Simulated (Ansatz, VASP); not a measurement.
# TaN in two plane-wave programs, part 2 of 3

One calculation is typed for both programs; each brings its own data sets. How far apart do they land? The cell is taken from a series of runs on this material, whose earlier steps may have relaxed, scaled, displaced or heated it; both programs get it as it stands.

VASP 6.6.1 and Ansatz 0.2.0.

So far: Set-up; Ansatz: zone-centre phonons, PBEsol.

### Step 3. VASP: zone-centre phonons, PBEsol

Level of this step: PBEsol; plane waves and PAW (N, Ta_pv) (VASP).

The same cell, functional, mesh and smearing now go to VASP, with its own data sets.

Lines of VASP's logs that name or quote its potential files are left out, and so is its time.

File INCAR:

```
SYSTEM = TaN
PREC = Accurate
ENCUT = 600
EDIFF = 1E-08
NELM = 120
ISMEAR = 1
SIGMA = 0.2
LREAL = .FALSE.
ALGO = Normal
GGA = PS
NBANDS = 30
LASPH = .TRUE.
LORBIT = 11
LWAVE = .FALSE.
LCHARG = .FALSE.
ISIF = 2
IBRION = 8
GGA_COMPAT = .FALSE.
KPAR = 2
```

File POSCAR:

```
TaN
1.0
    5.3344737913      0.0000000000      0.0000000000
   -2.6672368956      4.6197898191      0.0000000000
    0.0000000000      0.0000000000      2.9288261413
N Ta
3 3
Direct
    0.5000000000      0.0000000000      0.0000000000
    0.5000000000      0.5000000000      0.0000000000
    0.0000000000      0.5000000000      0.0000000000
    0.0000000000      0.0000000000      0.0000000000
    0.3333333333      0.6666666667      0.5000000000
    0.6666666667      0.3333333333      0.5000000000
```

File KPOINTS:

```
Automatic mesh
0
Gamma
9 9 12
0 0 0
```

Potentials, in the order of the species: N and Ta_pv (PBE family, release 64).

Run with:

```sh
$ mpirun -np 2 vasp_std
```

What it wrote:

```text
[banner, memory and clock lines left out]
running    2 mpi-ranks, on    1 nodes
 distrk:  each k-point on    1 cores,    2 groups
 distr:  one band on    1 cores,    1 groups

 POSCAR found type information on POSCAR N Ta
 POSCAR found :  2 types and       6 ions
|                                                                             |
|               ----> ADVICE to this user running VASP <----                  |
|                                                                             |
|     You enforced a specific xc type in the INCAR file but a different       |
|     [... a line on the potential file left out ...]
|     I HOPE YOU KNOW WHAT YOU ARE DOING!                                     |
|                                                                             |

 LDA part: xc-table for (Slater+PW92), standard interpolation
 POSCAR, INCAR and KPOINTS ok, starting setup
 FFT: planning ... GRIDC
 FFT: planning ... GRID_SOFT
 FFT: planning ... GRID
 WAVECAR not read
 entering main loop
       N       E                     dE             d eps       ncg     rms          rms(c)
DAV:   1     0.472711549948E+03    0.47271E+03   -0.28587E+04  5040   0.185E+03
DAV:   2    -0.457183616569E+02   -0.51843E+03   -0.50069E+03  5858   0.506E+02
DAV:   3    -0.778303776253E+02   -0.32112E+02   -0.31376E+02  6292   0.118E+02
DAV:   4    -0.785805666311E+02   -0.75019E+00   -0.74005E+00  6312   0.170E+01
DAV:   5    -0.785985432477E+02   -0.17977E-01   -0.17934E-01  6302   0.213E+00    0.416E+01
DAV:   6    -0.692053073429E+02    0.93932E+01   -0.55703E+01  6540   0.414E+01    0.180E+01
DAV:   7    -0.687360640408E+02    0.46924E+00   -0.52444E+00  6648   0.154E+01    0.103E+01
DAV:   8    -0.685757083917E+02    0.16036E+00   -0.11366E+00  6624   0.551E+00    0.366E+00
DAV:   9    -0.685365087898E+02    0.39200E-01   -0.16242E-01  6538   0.316E+00    0.504E-01
DAV:  10    -0.685354901417E+02    0.10186E-02   -0.29525E-02  6426   0.907E-01    0.223E-01
DAV:  11    -0.685347682185E+02    0.72192E-03   -0.69693E-03  6468   0.481E-01    0.605E-02
DAV:  12    -0.685347159055E+02    0.52313E-04   -0.37098E-04  6508   0.123E-01    0.213E-02
DAV:  13    -0.685347159281E+02   -0.22533E-07   -0.25493E-05  6804   0.284E-02    0.652E-03
DAV:  14    -0.685347159227E+02    0.53897E-08   -0.21223E-06  6760   0.929E-03    0.214E-03
DAV:  15    -0.685347157496E+02    0.17303E-06   -0.31683E-07  6878   0.368E-03    0.337E-04
DAV:  16    -0.685347157591E+02   -0.94828E-08   -0.12177E-08  4102   0.803E-04
   1 F= -.68534716E+02 E0= -.68536532E+02  d E =0.544781E-02
 Linear response reoptimize wavefunctions to high precision
DAV:   1    -0.685347157483E+02    0.10876E-07   -0.19554E-09  3970   0.360E-04
DAV:   2    -0.685347157483E+02   -0.37289E-10   -0.44101E-10  3972   0.146E-04
 Linear response DOF=           7
 Linear response progress:
  Degree of freedom:   1/  7
       N       E                     dE             d eps       ncg     rms          rms(c)
RMM:   1    -0.239625609411E+00   -0.23963E+00    0.13715E-01 20706   0.209E+00
RMM:   2    -0.237671743638E+00    0.19539E-02   -0.12186E-02 18154   0.448E-01    0.128E-01
RMM:   3    -0.238662174369E+00   -0.99043E-03   -0.20970E-03 17710   0.156E-01    0.651E-02
RMM:   4    -0.239597288672E+00   -0.93511E-03   -0.43652E-04 18417   0.805E-02    0.204E-02
RMM:   5    -0.239767726571E+00   -0.17044E-03   -0.64506E-05 19169   0.276E-02    0.686E-03
RMM:   6    -0.239762187487E+00    0.55391E-05   -0.55916E-06 19458   0.829E-03    0.104E-03
RMM:   7    -0.239754716254E+00    0.74712E-05   -0.12395E-06 20677   0.227E-03    0.607E-04
RMM:   8    -0.239754750524E+00   -0.34270E-07   -0.58808E-07 21173   0.727E-04    0.322E-04
RMM:   9    -0.239754714303E+00    0.36221E-07   -0.13724E-07 21590   0.364E-04    0.589E-05
RMM:  10    -0.239754879972E+00   -0.16567E-06   -0.10492E-07 21032   0.236E-04    0.174E-05
RMM:  11    -0.239754824300E+00    0.55673E-07    0.66923E-08 22509   0.186E-04    0.445E-06
RMM:  12    -0.239754835126E+00   -0.10826E-07   -0.74666E-08 22495   0.172E-04    0.187E-06
RMM:  13    -0.239754847334E+00   -0.12208E-07   -0.14117E-08 23211   0.170E-04    0.104E-06
RMM:  14    -0.239754844180E+00    0.31532E-08   -0.31049E-08 22251   0.168E-04    0.465E-07
 first order change of Fermi-energy  -0.21576E-03
 force on displaced ion       1 direction 1 :   4.832   0.000   0.000
 Linear response progress:
  Degree of freedom:   2/  7
       N       E                     dE             d eps       ncg     rms          rms(c)
RMM:   1    -0.253514198711E+00   -0.25351E+00    0.15557E-01 21812   0.238E+00
RMM:   2    -0.245939182068E+00    0.75750E-02   -0.19548E-02 17804   0.495E-01    0.436E-01
RMM:   3    -0.246830283674E+00   -0.89110E-03   -0.36626E-03 19110   0.227E-01    0.276E-01
[...]
RMM:  12    -0.233917639991E+00   -0.56858E-07   -0.22631E-07 22673   0.214E-04    0.306E-06
RMM:  13    -0.233917635495E+00    0.44955E-08   -0.14506E-07 22975   0.208E-04    0.191E-06
RMM:  14    -0.233917628562E+00    0.69335E-08   -0.16580E-07 22855   0.206E-04    0.831E-07
RMM:  15    -0.233917628074E+00    0.48841E-09   -0.17902E-07 22076   0.206E-04    0.404E-07
RMM:  16    -0.233917628047E+00    0.26948E-10   -0.16836E-07 22330   0.206E-04    0.308E-07
[...]
RMM:   4    -0.137065300377E+00    0.12942E-02   -0.99925E-04  8898   0.113E-01    0.298E-02
RMM:   5    -0.136549448663E+00    0.51585E-03   -0.11305E-04  9909   0.342E-02    0.275E-03
RMM:   6    -0.136577648230E+00   -0.28200E-04   -0.15073E-05  9435   0.889E-03    0.138E-03
RMM:   7    -0.136577935023E+00   -0.28679E-06   -0.45283E-06  9771   0.297E-03    0.358E-04
RMM:   8    -0.136582803190E+00   -0.48682E-05   -0.26421E-06  9999   0.130E-03    0.938E-05
RMM:   9    -0.136583694882E+00   -0.89169E-06   -0.13937E-06 10537   0.669E-04    0.606E-05
RMM:  10    -0.136584458335E+00   -0.76345E-06   -0.83866E-07 10308   0.450E-04    0.376E-05
RMM:  11    -0.136584046914E+00    0.41142E-06   -0.46401E-07 10305   0.344E-04    0.135E-05
RMM:  12    -0.136584172294E+00   -0.12538E-06   -0.32446E-07 10848   0.290E-04    0.852E-06
RMM:  13    -0.136584269192E+00   -0.96898E-07   -0.18078E-07 11006   0.259E-04    0.558E-06
RMM:  14    -0.136584319167E+00   -0.49975E-07   -0.13881E-07 11319   0.240E-04    0.359E-06
RMM:  15    -0.136584406845E+00   -0.87678E-07   -0.10050E-07 11045   0.228E-04    0.143E-06
RMM:  16    -0.136584385919E+00    0.20925E-07   -0.76917E-08 11175   0.217E-04    0.213E-06
RMM:  17    -0.136584400522E+00   -0.14603E-07   -0.65465E-08 11063   0.211E-04    0.226E-06
RMM:  18    -0.136584383425E+00    0.17097E-07   -0.60712E-08 11139   0.206E-04    0.353E-06
RMM:  19    -0.136584414023E+00   -0.30598E-07   -0.48794E-08 11454   0.203E-04    0.226E-06
RMM:  20    -0.136584418966E+00   -0.49429E-08   -0.45151E-08 11354   0.200E-04    0.219E-06
 first order change of Fermi-energy   0.11536E-02
 force on displaced ion       4 direction 3 :  -0.000   0.000  -6.005
 Linear response progress:
  Degree of freedom:   6/  7
       N       E                     dE             d eps       ncg     rms          rms(c)
RMM:   1    -0.183303581934E+00   -0.18330E+00    0.10449E+01 17728   0.204E+01
RMM:   2    -0.211671887713E+00   -0.28368E-01   -0.52467E-02 28450   0.139E+00    0.198E-01
RMM:   3    -0.211227020329E+00    0.44487E-03   -0.80876E-03 31230   0.330E-01    0.109E-01
RMM:   4    -0.210714429615E+00    0.51259E-03   -0.84982E-04 35996   0.125E-01    0.463E-02
RMM:   5    -0.210563250955E+00    0.15118E-03   -0.80248E-05 37246   0.386E-02    0.233E-02
RMM:   6    -0.210447736741E+00    0.11551E-03   -0.81305E-05 35458   0.156E-02    0.448E-03
RMM:   7    -0.210439119624E+00    0.86171E-05   -0.75743E-05 36257   0.767E-03    0.155E-03
RMM:   8    -0.210437494630E+00    0.16250E-05   -0.34184E-05 36852   0.357E-03    0.791E-04
RMM:   9    -0.210438959657E+00   -0.14650E-05   -0.21518E-05 37848   0.171E-03    0.324E-04
RMM:  10    -0.210439543878E+00   -0.58422E-06   -0.13281E-05 37315   0.111E-03    0.127E-04
RMM:  11    -0.210440007056E+00   -0.46318E-06   -0.83780E-06 38525   0.732E-04    0.443E-05
RMM:  12    -0.210440252979E+00   -0.24592E-06   -0.51394E-06 37599   0.570E-04    0.182E-05
RMM:  13    -0.210440391192E+00   -0.13821E-06   -0.33877E-06 39563   0.471E-04    0.119E-05
RMM:  14    -0.210440497837E+00   -0.10664E-06   -0.23116E-06 39000   0.417E-04    0.917E-06
RMM:  15    -0.210440594014E+00   -0.96177E-07   -0.15234E-06 40471   0.386E-04    0.422E-06
RMM:  16    -0.210440591438E+00    0.25767E-08   -0.11367E-06 40125   0.363E-04    0.353E-06
RMM:  17    -0.210440611594E+00   -0.20156E-07   -0.74894E-07 41133   0.350E-04    0.266E-06
RMM:  18    -0.210440608095E+00    0.34983E-08   -0.58720E-07 41241   0.341E-04    0.452E-06
RMM:  19    -0.210440616650E+00   -0.85548E-08   -0.40906E-07 42063   0.335E-04    0.446E-06
RMM:  20    -0.210440612809E+00    0.38416E-08   -0.35103E-07 41860   0.331E-04    0.574E-06
RMM:  21    -0.210440612249E+00    0.55954E-09   -0.25852E-07 42479   0.329E-04    0.605E-06
RMM:  22    -0.210440612019E+00    0.23029E-09   -0.19999E-07 42099   0.326E-04    0.654E-06
RMM:  23    -0.210440610721E+00    0.12979E-08   -0.15391E-07 42407   0.325E-04    0.681E-06
 first order change of Fermi-energy  -0.23389E-03
 force on displaced ion       5 direction 1 : -22.954  -0.004   0.000
 Linear response progress:
  Degree of freedom:   7/  7
       N       E                     dE             d eps       ncg     rms          rms(c)
RMM:   1    -0.144762638249E+00   -0.14476E+00    0.10448E+01  7597   0.195E+01
RMM:   2    -0.170486164583E+00   -0.25724E-01   -0.43180E-02 11509   0.126E+00    0.143E-01
RMM:   3    -0.170046923617E+00    0.43924E-03   -0.92327E-03 13224   0.345E-01    0.730E-02
RMM:   4    -0.169502785251E+00    0.54414E-03   -0.93531E-04 14722   0.127E-01    0.262E-02
RMM:   5    -0.169307335356E+00    0.19545E-03   -0.87261E-05 14905   0.330E-02    0.810E-03
RMM:   6    -0.169239367033E+00    0.67968E-04   -0.28951E-05 14344   0.113E-02    0.167E-03
RMM:   7    -0.169236679610E+00    0.26874E-05   -0.14778E-05 14542   0.479E-03    0.527E-04
RMM:   8    -0.169237331626E+00   -0.65202E-06   -0.13423E-05 14859   0.223E-03    0.289E-04
RMM:   9    -0.169238885553E+00   -0.15539E-05   -0.97927E-06 15110   0.133E-03    0.838E-05
RMM:  10    -0.169239423764E+00   -0.53821E-06   -0.73585E-06 14472   0.886E-04    0.378E-05
RMM:  11    -0.169239940060E+00   -0.51630E-06   -0.57596E-06 14954   0.661E-04    0.166E-05
RMM:  12    -0.169240057219E+00   -0.11716E-06   -0.49736E-06 15846   0.506E-04    0.808E-06
RMM:  13    -0.169240113329E+00   -0.56110E-07   -0.43303E-06 15992   0.424E-04    0.584E-06
RMM:  14    -0.169240180909E+00   -0.67580E-07   -0.39901E-06 16035   0.375E-04    0.472E-06
RMM:  15    -0.169240267105E+00   -0.86196E-07   -0.37595E-06 16070   0.345E-04    0.212E-06
RMM:  16    -0.169240214012E+00    0.53093E-07   -0.35797E-06 16312   0.323E-04    0.498E-06
RMM:  17    -0.169240296889E+00   -0.82877E-07   -0.34450E-06 16361   0.310E-04    0.124E-06
RMM:  18    -0.169240299891E+00   -0.30022E-08   -0.33736E-06 17231   0.299E-04    0.428E-07
RMM:  19    -0.169240288842E+00    0.11049E-07   -0.33117E-06 16836   0.293E-04    0.127E-06
RMM:  20    -0.169240272195E+00    0.16647E-07   -0.32828E-06 17386   0.289E-04    0.310E-06
RMM:  21    -0.169240273707E+00   -0.15119E-08   -0.32496E-06 16987   0.286E-04    0.321E-06
RMM:  22    -0.169240273521E+00    0.18593E-09   -0.32327E-06 17154   0.284E-04    0.348E-06
RMM:  23    -0.169240281010E+00   -0.74892E-08   -0.32161E-06 17409   0.283E-04    0.296E-06
 first order change of Fermi-energy  -0.16618E-03
 force on displaced ion       5 direction 3 :   0.000   0.000 -16.325
 Linear response finished
```

(Part 2 of 3 ends here.)

[Lines on the potential files, build, host, timing and source positions are cut from VASP's logs without a mark.]

[Logs are printed without paths, hosts, clocks, repeated set-up lines and the standing remarks that a program may print on its own settings, such as how far it seeks lower states.]

[Hosts, paths, dates, database ids (printed as entryN), source tags and the programs' standing remarks are cut or masked in the printed files.]
